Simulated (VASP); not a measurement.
VASP input:

### KPOINTS
```
Automatic mesh
0
Gamma
9 9 9
0 0 0
```

### INCAR
```
SYSTEM = Ca
PREC = Accurate
ENCUT = 400
EDIFF = 1E-6
NELM = 100
ALGO = Normal
LREAL = .FALSE.
LASPH = .TRUE.
ISMEAR = 1
SIGMA = 0.1
GGA = PE
LWAVE = .FALSE.
LCHARG = .FALSE.
ISIF = 2
LSORBIT = .TRUE.
MAGMOM = 0 0 0
GGA_COMPAT = .FALSE.
```

File POSCAR:
```
Ca
1
    0.0000000000     2.7900000000     2.7900000000
    2.7900000000     0.0000000000     2.7900000000
    2.7900000000     2.7900000000     0.0000000000
Ca
1
Direct
  0.0000000000   0.0000000000   0.0000000000
```

POTCAR, in this order: Ca_sv (PBE.64 set). Program: vasp_std.

The resulting files:

standard output:
```
 POSCAR found type information on POSCAR Ca
 POSCAR found :  1 types and       1 ions
 Reading from existing POTCAR

 -----------------------------------------------------------------------------
|                                                                             |
|     EEEEEEE  RRRRRR   RRRRRR   OOOOOOO  RRRRRR      ###     ###     ###     |
|     E        R     R  R     R  O     O  R     R     ###     ###     ###     |
|     E        R     R  R     R  O     O  R     R     ###     ###     ###     |
|     EEEEE    RRRRRR   RRRRRR   O     O  RRRRRR       #       #       #      |
|     E        R   R    R   R    O     O  R   R                               |
|     E        R    R   R    R   O     O  R    R      ###     ###     ###     |
|     EEEEEEE  R     R  R     R  OOOOOOO  R     R     ###     ###     ###     |
|                                                                             |
|     ERROR: Noncollinear calculations require that VASP is compiled          |
|     without the flag -DNGXhalf and-DNGZhalf.                                |
|     You probably tried to run a noncollinear calculation                    |
|     (LNONCOLLINEAR=T) with the executable vasp_std. Use vasp_ncl            |
|     instead!                                                                |
|                                                                             |
|       ---->  I REFUSE TO CONTINUE WITH THIS SICK JOB ... BYE!!! <----       |
|                                                                             |
 -----------------------------------------------------------------------------
```

Task: Read input and log: which fault does this run have?
A) LEPSILON was set for a metal
B) LEPSILON was set with a meta-GGA
C) ALGO = VeryFast starts from random orbitals with almost no delay (NELMDL = -1)
D) LSORBIT needs the non-collinear program vasp_ncl

Result: D, LSORBIT needs the non-collinear program vasp_ncl. VASP stops with an error: ERROR: Noncollinear calculations require that VASP is compiled without the flag -DNGXhalf and-DNGZhalf. You probably tried to run a noncollinear calculation (LNONCOLLINEAR=T) with the executable vasp_std. Use vasp_ncl instead! ----> I REFUSE TO CONTINUE WITH THIS SICK JOB ... BYE!!! <----

To mend it, run vasp_ncl.

The mended run (PBE GGA with spin-orbit coupling, plane waves, VASP's PBE PAW potentials (set 64)) converges, and its OSZICAR ends with
```
   1 F= -.19287341E+01 E0= -.19284143E+01  d E =-.959442E-03  mag=    -0.0000     0.0000     0.0000
```

The compound is Ca in the fcc structure. The cell was not relaxed at this level.
